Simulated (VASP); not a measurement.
Consider the following.

```yaml
crystal:
  lattice:
    - [0.00000, 2.69243, 2.69243]
    - [2.69243, 0.00000, 2.69243]
    - [2.69243, 2.69243, 0.00000]
  atoms:
    - { symbol: Al, position: [0.00000, 0.00000, 0.00000] }
    - { symbol: P, position: [0.75000, 0.75000, 0.75000] }
```

Computed with PBE GGA, VASP's PBE PAW potentials (set 64) (plane waves; VASP 6.6.1). Settings: 300 eV cut-off, 9×9×9 Γ-centred mesh, Fermi-Dirac smearing of 0.050 eV, potentials Al P.

Question: Give the energies of bands 2 to 7 at the high-symmetry points, in eV from the valence-band maximum.

Answer: 
| band | Γ | X | U | L | W |
|---|---|---|---|---|---|
| 2 | 0.00 | -5.45 | -5.15 | -5.72 | -5.03 |
| 3 | 0.00 | -2.19 | -3.59 | -0.79 | -3.33 |
| 4 | 0.00 | -2.19 | -1.80 | -0.79 | -2.95 |
| 5 | 3.66 | 1.50 | 2.40 | 2.97 | 4.33 |
| 6 | 4.62 | 2.45 | 5.19 | 4.83 | 6.15 |
| 7 | 4.62 | 11.44 | 8.64 | 4.83 | 6.17 |

The gap is indirect, 1.49 eV, from the valence maximum at Γ to the conduction minimum at X.

The structure comes from a computed database's AlP entry; how it stands against other phases isn't given here. The cell was not relaxed at this level.
